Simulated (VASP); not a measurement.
A run of VASP 6.6.1 is set up as follows.

INCAR

```
PREC = Accurate
ENCUT = 520
EDIFF = 1E-7
ISMEAR = -1
SIGMA = 0.05
LREAL = F
LASPH = T
NELM = 100
ALGO = Normal
ISIF = 2
LWAVE = F
LCHARG = F
GGA = PS
NBANDS = 30
```

File KPOINTS:

```
Automatic mesh
0
Gamma
  11 11 3
```

File POSCAR:

```
Ag
1.0
    2.8862000000      0.0000000000      0.0000000000
   -1.4431000000      2.4995225204      0.0000000000
    0.0000000000      0.0000000000     10.0000000000
Ag
4
Direct
   -0.0078490000     -0.0343750000      0.5008220000
    0.0011900000      0.0095540000      0.0064840000
    0.6680490000      0.3451560000      0.7518570000
    0.3382240000      0.6672080000      0.2479270000
```

Potentials or basis: VASP PAW PBE potentials, release 64 (Ag).

Command:

```bash
$ cat potpaw_PBE.64/Ag/POTCAR > POTCAR
$ mpirun -np 1 vasp_std > vasp.out
```

Estimate the pressure.

-7.1 GPa.

Predict the largest force.

0.214 eV/Å.

Forces in eV/Å, atoms in the order of the input:
```
Ag  -0.011  0.049 -0.008
Ag   0.008 -0.008 -0.214
Ag   0.007 -0.032  0.037
Ag  -0.005 -0.009  0.184
```

Caveat: the PAW data sets were made with another functional, which shifts forces and pressure a little.
